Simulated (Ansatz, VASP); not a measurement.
## Ge4I in VASP and in Ansatz

Contents of INCAR:

```
SYSTEM = Ge4I
ALGO = Normal
EDIFF = 1E-7
EDIFFG = -0.01
ENCUT = 600
GGA = PE
IBRION = 2
ISIF = 3
ISMEAR = 0
LASPH = .TRUE.
LCHARG = .FALSE.
LREAL = .FALSE.
LWAVE = .FALSE.
NELM = 100
NSW = 100
PREC = Accurate
SIGMA = 0.1
```

KPOINTS

```
k-points
0
G
  8 8 8
  0 0 0
```

The input POSCAR:

```
Ge4I
1.0
   -3.3055934254      3.3055934254      3.3055934254
    3.3055934254     -3.3055934254      3.3055934254
    3.3055934254      3.3055934254     -3.3055934254
Ge I
4 1
Direct
    0.0000000000      0.0000000000      0.5000000000
    0.0000000000      0.5000000000      0.0000000000
    0.5000000000      0.0000000000      0.0000000000
    0.5000000000      0.5000000000      0.5000000000
    0.0000000000      0.0000000000      0.0000000000
```

Input for Ansatz:

```yaml
crystal:
  lattice:
    - [-3.3055934254, 3.3055934254, 3.3055934254]
    - [3.3055934254, -3.3055934254, 3.3055934254]
    - [3.3055934254, 3.3055934254, -3.3055934254]
  atoms:
    - { symbol: Ge, position: [0.0, 0.0, 0.5] }
    - { symbol: Ge, position: [0.0, 0.5, 0.0] }
    - { symbol: Ge, position: [0.5, 0.0, 0.0] }
    - { symbol: Ge, position: [0.5, 0.5, 0.5] }
    - { symbol: I, position: [0.0, 0.0, 0.0] }
basis:
  ecutwfc: 420
kpoints:
  mp_grid: { grid: [8, 8, 8] }
hamiltonian:
  xc: pbe
scf:
  occupations: { method: gaussian, width: 0.1 }
output:
  forces: true
  stress: true
  eigenvalues: true
relax:
  adjacent_minimum: "off"
  f_tol: 0.01
  max_steps: 80
  cell: { stress_tol: 0.05 }
```

Change from the starting cell: species swapped into the CrGa4 type (Im-3m, No. 229).

Alike in both runs: task relaxation of cell and atoms; functional PBE; k mesh 8 × 8 × 8; occupations gaussian, width 0.1 eV; no spin polarisation.

|  | VASP | Ansatz |
| --- | --- | --- |
| version | VASP 6.6.1 | Ansatz 0.2.0 |
| potentials or method | VASP PAW PBE potentials, release 64 (Ge_d, I) | scalar-relativistic, plane waves, PAW |
| plane-wave cutoff (eV) | 600 | 420 |
| valence electrons in the cell | 63 | 73 |

VASP gave:

| Item | Value |
| --- | --- |
| gap on the k mesh at the Fermi level, each at its own relaxed structure (eV) | none |
| relaxed volume (Å³/atom) | 29.11 |
| relaxed cell length with the largest relative difference (Å) | 5.740 |

Question: What did Ansatz give for the same quantities?

Answer: gap on the k mesh at the Fermi level, each at its own relaxed structure (eV): none; relaxed volume (Å³/atom): 29.13; relaxed cell length with the largest relative difference (Å): 5.741.

A gap of «none» marks a metal or a gap that the smearing closes. The two sets of potentials don't hold the same shells in valence.

Caveats: an odd number of electrons without spin polarisation forces a metal; a magnetic or distorted state may lie lower. The runs have no spin-orbit coupling, so splittings on I are missing.
